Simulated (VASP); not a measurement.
Input of a VASP 6.6.1 run:

INCAR

```
SYSTEM = Sc2Si2Pt3
ALGO = Fast
EDIFF = 1E-7
ENCUT = 520
GGA = PE
ISIF = 2
ISMEAR = 0
LASPH = .True.
LCHARG = .False.
LREAL = .False.
LWAVE = .False.
NBANDS = 73
NELM = 100
PREC = Accurate
SIGMA = 0.1
```

KPOINTS

```
k-points
0
Gamma
  3 3 2
  0 0 0
```

Contents of POSCAR:

```
Sc2Si2Pt3
1.0
    6.2205100000     -0.4866460000      0.0067850000
    0.6223400000      5.5789080000     -0.1869310000
    0.7747480000     -0.1558790000      6.7455870000
Sc Pt Si
4 6 4
Direct
    0.2854456835      0.2698386951      0.0235455370
    0.2705239387      0.7714215863      0.3857778580
    0.7903147238      0.2866789975      0.0109139362
    0.6034537392      0.7911750283      0.0664127089
    0.4876187114      0.1603788716      0.3162534691
    0.5172063461     -0.0147286097      0.7336462373
    0.2291199189      0.7288735237      0.9109311729
    0.3590393864      0.4102643954      0.6400300006
    0.0848640510      0.2952489351      0.4048582245
    0.9111911547      0.6401494867      0.7394296970
    0.6345733535      0.5954919638      0.5159982857
    0.7890979907      0.2761073437      0.6587102045
    0.8928726217      0.9225544874      0.4838029503
    0.9579028822      0.6328230222      0.2019824026
```

Potentials or basis: VASP PAW PBE potentials, release 64 (Sc_sv, Pt, Si).

Run with:

```console
$ cat potpaw_PBE.64/Sc_sv/POTCAR potpaw_PBE.64/Pt/POTCAR potpaw_PBE.64/Si/POTCAR > POTCAR
$ mpirun -np 1 vasp_std > vasp.out
```

Question: What does it give for the pressure?

Answer: 18.2 GPa.

Question: What does it give for the largest force?

Answer: 3.501 eV/Å.

Forces on the atoms (eV/Å):
```
Sc  -0.376 -0.376 -0.114
Sc   0.373  0.106  0.649
Sc   0.203 -1.142  3.239
Sc   0.313 -0.365 -0.235
Pt   2.585 -0.606 -1.012
Pt   1.719 -0.354 -1.033
Pt   0.238  1.021  3.341
Pt  -0.863 -0.874  1.961
Pt  -2.792 -0.021 -1.361
Pt  -1.162  1.001 -0.588
Si   1.315  2.004 -2.040
Si  -0.957 -0.572 -1.270
Si  -1.099  0.415 -0.942
Si   0.501 -0.235 -0.595
```

Caveat: the k mesh is coarse (spacing up to 0.47 Å⁻¹), so the values aren't converged; so large a pressure means that the cell lies far from this level's equilibrium, or that cutoff or potentials fall short. Spin-orbit coupling is left out, which matters for the levels of Pt.
